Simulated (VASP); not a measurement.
VASP ran on this input.

POSCAR:
```
InBi
1
    0.0000000000     3.3984280000     3.3984280000
    3.3984280000     0.0000000000     3.3984280000
    3.3984280000     3.3984280000     0.0000000000
In Bi
1 1
Direct
  0.0000000000   0.0000000000   0.0000000000
  0.2500000000   0.2500000000   0.2500000000
```

INCAR:
```
EDIFF = 1E-6   # SCF stop (eV)
ENCUT = 300   # plane-wave cut-off (eV)
SIGMA = 0.1
ISIF = 2
ISMEAR = 0
PREC = Accurate
LASPH = T   # aspherical one-centre terms
LMAXMIX = 4   # l cut-off of mixed one-centre charges
GGA = PS   # PBEsol
LCHARG = F
ALGO = Normal   # blocked Davidson
NELM = 100   # most electronic steps
LWAVE = F
SYSTEM = InBi
LREAL = F   # projection in real space or not
```

KPOINTS:
```
Automatic mesh
0
Gamma
2 2 2
0 0 0
```

POTCAR, in this order: In_d Bi_d (PBE.64 set). Program: vasp_std.

Task: Translate this PBEsol calculation to Ansatz.

Result: One equivalent input (not run):
Ansatz 0.2 input:
```yaml
crystal:
  lattice:
    - [0.0000000, 3.3984280, 3.3984280]
    - [3.3984280, 0.0000000, 3.3984280]
    - [3.3984280, 3.3984280, 0.0000000]
  atoms:
    - { symbol: In, position: [0.0000000, 0.0000000, 0.0000000] }
    - { symbol: Bi, position: [0.2500000, 0.2500000, 0.2500000] }
kpoints:
  mp_grid: { grid: [2, 2, 2] }
hamiltonian:
  xc: pbesol
  pseudopotentials: { kind: paw }
scf:
  occupations: { method: gaussian, width: 0.1 }
  max_iter: 100
output: { forces: true, stress: true, eigenvalues: true }
```
The two are equivalent in intent, not identical: each code has its own PAW files, so the cut-off isn't converted (ENCUT is set for VASP's; basis.ecutwfc is left out, and Ansatz then takes the one that its files recommend); Ansatz stops its SCF on the density residual and VASP on the energy change (EDIFF).

The structure comes from a computed database's InBi entry (F-43m); how it stands against other phases isn't given here. The cell was not relaxed at this level. The k-mesh is coarse (spacing up to 0.80 per Å, 2π included), so the numbers may not be converged in it. The run is one of a series of settings (KPOINTS 2×2×2 Γ-centred mesh against the base run), some of them coarse on purpose.
